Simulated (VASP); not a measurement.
OSZICAR of a VASP run on MgO (rock salt):

### OSZICAR
```
       N       E                     dE             d eps       ncg     rms          rms(c)
DAV:   1     0.139879991423E+02    0.13988E+02   -0.47956E+03  9464   0.882E+02
DAV:   2    -0.130613283421E+02   -0.27049E+02   -0.25712E+02  9888   0.139E+02
DAV:   3    -0.134583815580E+02   -0.39705E+00   -0.39705E+00 10480   0.193E+01
DAV:   4    -0.134589794797E+02   -0.59792E-03   -0.59792E-03 10912   0.718E-01
DAV:   5    -0.134589799830E+02   -0.50333E-06   -0.50333E-06 10704   0.153E-02    0.718E+00
DAV:   6    -0.119273604325E+02    0.15316E+01   -0.10571E+01  8064   0.225E+01    0.238E+00
DAV:   7    -0.119090112621E+02    0.18349E-01   -0.67424E-02  8616   0.289E+00    0.133E+00
DAV:   8    -0.119028065915E+02    0.62047E-02   -0.28191E-02  8080   0.250E+00    0.173E-01
DAV:   9    -0.119026671004E+02    0.13949E-03   -0.45627E-04 11912   0.196E-01    0.795E-02
DAV:  10    -0.119027776617E+02   -0.11056E-03   -0.15011E-04  8136   0.129E-01    0.544E-03
DAV:  11    -0.119027777318E+02   -0.70180E-07   -0.16157E-06 11344   0.104E-02
   1 F= -.11902778E+02 E0= -.11902778E+02  d E =-.494532E-21
```

**Question.** Which electronic solver shows in the log?

**Answer.** It is blocked Davidson (ALGO = Normal, or the opening steps of other solvers). The INCAR had ALGO = Normal.

**Question.** Can the final energy be trusted as converged?

**Answer.** Self-consistency was reached. It stopped with EDIFF = 1E-6, NELM = 100 (PBE GGA, plane waves, VASP's PBE PAW potentials (set 64)).

The compound is MgO in the rock salt structure. The cell was not relaxed at this level. The run is one of a series of settings (ISYM = 0 against the base run), some of them coarse on purpose.
